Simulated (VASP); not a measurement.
Output of a VASP run:

OUTCAR:
```
 ion  position               nearest neighbor table
   1  0.000  0.000  0.000-
  LATTYP: Found a body centered cubic cell.
 ALAT       =     3.2755589336
 Subroutine PRICEL returns:
 Original cell was already a primitive cell.
 Subroutine GETGRP returns: Found 48 space group operations
The static configuration has the point symmetry O_h .
The dynamic configuration has the point symmetry O_h .
 Subroutine INISYM returns: Found 48 space group operations
 Subroutine IBZKPT returns following result:
 Found    145 irreducible k-points:

 Following reciprocal coordinates:
            Coordinates               Weight
  0.000000  0.000000  0.000000      1.000000
  0.062500  0.000000  0.000000     12.000000
  0.125000  0.000000  0.000000     12.000000
  0.187500  0.000000  0.000000     12.000000
  0.250000  0.000000  0.000000     12.000000
  0.312500  0.000000  0.000000     12.000000
  0.375000  0.000000  0.000000     12.000000
  0.437500  0.000000  0.000000     12.000000
  0.500000  0.000000  0.000000      6.000000
  0.062500  0.062500  0.000000     24.000000
  0.125000  0.062500  0.000000     48.000000
  0.187500  0.062500  0.000000     48.000000
  0.250000  0.062500  0.000000     48.000000
  0.312500  0.062500  0.000000     48.000000
  0.375000  0.062500  0.000000     48.000000
  0.437500  0.062500  0.000000     48.000000
  0.125000  0.125000  0.000000     24.000000
  0.187500  0.125000  0.000000     48.000000
  0.250000  0.125000  0.000000     48.000000
  0.312500  0.125000  0.000000     48.000000
  0.375000  0.125000  0.000000     48.000000
  0.437500  0.125000  0.000000     24.000000
  0.187500  0.187500  0.000000     24.000000
  0.250000  0.187500  0.000000     48.000000
  0.312500  0.187500  0.000000     48.000000
  0.375000  0.187500  0.000000     48.000000
  0.250000  0.250000  0.000000     24.000000
  0.312500  0.250000  0.000000     48.000000
  0.375000  0.250000  0.000000     24.000000
  0.312500  0.312500  0.000000     24.000000
  0.062500  0.062500  0.062500      8.000000
  0.125000  0.062500  0.062500     24.000000
  0.187500  0.062500  0.062500     24.000000
  0.250000  0.062500  0.062500     24.000000
  0.312500  0.062500  0.062500     24.000000
  0.375000  0.062500  0.062500     24.000000
  0.437500  0.062500  0.062500     12.000000
 -0.062500  0.062500  0.062500      6.000000
  0.125000  0.125000  0.062500     24.000000
  0.187500  0.125000  0.062500     48.000000
   k-points           NKPTS =    145   k-points in BZ     NKDIM =    145   number of bands    NBANDS=     10
   number of dos      NEDOS =    301   number of ions     NIONS =      1
   total plane-waves  NPLWV =  13824
   dimension x,y,z NGX =    24 NGY =   24 NGZ =   24
   dimension x,y,z NGXF=    48 NGYF=   48 NGZF=   48
   ions per type =               1
   PREC   = accura    normal or accurate (medium, high low for compatibility)
   ISTART =      0    job   : 0-new  1-cont  2-samecut
   ICHARG =      2    charge: 1-file 2-atom 10-const
   ISPIN  =      1    spin polarized calculation?
   LNONCOLLINEAR =      F non collinear calculations
   LSORBIT =      F    spin-orbit coupling
   INIWAV =      1    electr: 0-lowe 1-rand  2-diag
   ENCUT  =  520.0 eV  38.22 Ry    6.18 a.u.   5.27  5.27  5.27*2*pi/ulx,y,z
   NELM   =    100;   NELMIN=  2; NELMDL= -5     # of ELM steps
   EDIFF  = 0.1E-06   stopping-criterion for ELM
   LREAL  =      F    real-space projection
   NLSPLINE    = F    spline interpolate recip. space projectors
   LMAXMIX     =    4 max onsite mixed and CHGCAR
   VOSKOWN=      0    Vosko Wilk Nusair interpolation
   EDIFFG = 0.1E-05   stopping-criterion for IOM
   NSW    =      0    number of steps for IOM
   NBLOCK =      1;   KBLOCK =      1    inner block; outer block
   IBRION =     -1    ionic relax: 0-MD 1-quasi-New 2-CG
   NFREE  =      0    steps in history (QN), initial steepest desc. (CG)
...
```

File OSZICAR:
```
       N       E                     dE             d eps       ncg     rms          rms(c)
DAV:   1     0.118754998324E+03    0.11875E+03   -0.74994E+03  2900   0.130E+03
DAV:   2    -0.288636794884E+01   -0.12164E+03   -0.11864E+03  3110   0.445E+02
DAV:   3    -0.795844817409E+01   -0.50721E+01   -0.48512E+01  4330   0.774E+01
DAV:   4    -0.821825475616E+01   -0.25981E+00   -0.25859E+00  4032   0.163E+01
DAV:   5    -0.823037433118E+01   -0.12120E-01   -0.12108E-01  4510   0.264E+00    0.751E+00
DAV:   6    -0.784899804253E+01    0.38138E+00   -0.74926E-01  4492   0.115E+01    0.267E+00
DAV:   7    -0.780454006764E+01    0.44458E-01   -0.22660E-01  4540   0.623E+00    0.941E-01
DAV:   8    -0.780932116289E+01   -0.47811E-02   -0.12319E-02  3376   0.170E+00    0.417E-02
DAV:   9    -0.780937779954E+01   -0.56637E-04   -0.90444E-04  5062   0.328E-01    0.431E-02
DAV:  10    -0.780939584516E+01   -0.18046E-04   -0.27994E-05  3692   0.790E-02    0.153E-02
DAV:  11    -0.780939053130E+01    0.53139E-05   -0.62608E-06  3408   0.483E-02    0.257E-03
DAV:  12    -0.780939048998E+01    0.41320E-07   -0.24819E-07  3354   0.700E-03
   1 F= -.78093905E+01 E0= -.78092906E+01  d E =-.299675E-03
```

### OUTCAR
```
------------------------ aborting loop because EDIFF is reached ----------------------------------------
  FORCE on cell =-STRESS in cart. coord.  units (eV):
  Direction    XX          YY          ZZ          XY          YZ          ZX
  --------------------------------------------------------------------------------------
  Total       -0.0426457     -0.0426457     -0.0426457      0.0000000      0.0000000      0.0000000
  in kB       -3.8882994     -3.8882994     -3.8882994      0.0000000      0.0000000      0.0000000
  external PRESSURE =      -3.8882994 kB  Pullay stress =       0.0000000 kB
  volume of cell :       17.57
      direct lattice vectors                 reciprocal lattice vectors
    -1.637779467  1.637779467  1.637779467     0.000000000  0.305291408  0.305291408
     1.637779467 -1.637779467  1.637779467     0.305291408  0.000000000  0.305291408
     1.637779467  1.637779467 -1.637779467     0.305291408  0.305291408  0.000000000
 POSITION                                       TOTAL-FORCE (eV/Angst)
 -----------------------------------------------------------------------------------
      0.00000      0.00000      0.00000         0.000000      0.000000     -0.000000
 -----------------------------------------------------------------------------------
    total drift:                               -0.000000      0.000000      0.000000
  FREE ENERGIE OF THE ION-ELECTRON SYSTEM (eV)
  ---------------------------------------------------
  free  energy   TOTEN  =        -7.8093904900 eV

  energy  without entropy=       -7.8090908147  energy(sigma->0) =       -7.80929060
```
(Selected blocks of OUTCAR.)

File POSCAR:
```
Nb
1
   -1.6377794668     1.6377794668     1.6377794668
    1.6377794668    -1.6377794668     1.6377794668
    1.6377794668     1.6377794668    -1.6377794668
Nb
1
Direct
  0.0000000000   0.0000000000   0.0000000000
```

Task: Reconstruct the remaining input files.

Result: This is not unique; one that fits is the input of the run itself, vdW-DF-cx, plane waves, VASP's PBE PAW potentials (set 64).

**KPOINTS**
```
Automatic mesh
0
G
 16 16 16
```

INCAR:
```
SIGMA  =  0.1   # width (eV)
AGGAC  =  0.0
LUSE_VDW  =  .TRUE.
SYSTEM  =  Nb
GGA  =  CX
ALGO  =  Normal   # blocked Davidson
LWAVE  =  .FALSE.
LMAXMIX  =  4   # l cut-off of mixed one-centre charges
ENCUT  =  520   # plane-wave cut-off (eV)
NELM  =  100   # most electronic steps
ISIF  =  2   # forces and stress, cell fixed
ISMEAR  =  1   # Methfessel-Paxton
LREAL  =  .FALSE.
LASPH  =  .TRUE.   # aspherical one-centre terms
LCHARG  =  .FALSE.
PREC  =  Accurate
EDIFF  =  1E-7   # SCF stop (eV)
```

POTCAR, in this order: Nb_sv (PBE.64 set). Program: vasp_std.

The compound is Nb in the bcc structure. It was relaxed first.
